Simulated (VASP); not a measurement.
Given:

```
CELL_PARAMETERS angstrom
      0.00000     2.25253     2.25253
      2.25253     0.00000     2.25253
      2.25253     2.25253     0.00000
ATOMIC_POSITIONS crystal
  Hf 0.00000 0.00000 0.00000
  N  0.50000 0.50000 0.50000
```

The numbers are results of r2SCAN+rVV10, VASP's PBE PAW potentials (set 64) (plane waves; VASP), not measurements. Numerical set-up: 520 eV cut-off, 16×16×16 Γ-centred mesh, tetrahedra with Blöchl corrections, potentials Hf_pv N.

Question: Give the energies of bands 5 to 10 at the high-symmetry points, in eV from the Fermi level.

Answer: 
```tsv
band	Γ	X	U	L	W
5	-3.46	-5.96	-6.83	-9.43	-6.68
6	-3.46	-4.16	-6.06	-6.72	-5.97
7	-3.46	-4.16	-5.46	-6.72	-5.97
8	-0.37	-3.97	-0.93	3.41	1.13
9	-0.37	4.17	4.00	3.81	1.13
10	-0.37	5.62	4.55	3.81	5.63
```

It has no gap at this level: it comes out as a metal or semimetal.

The compound is HfN in the rock salt structure. It was relaxed first. The electron count is odd and the run is not spin-polarised, which forces a metal.
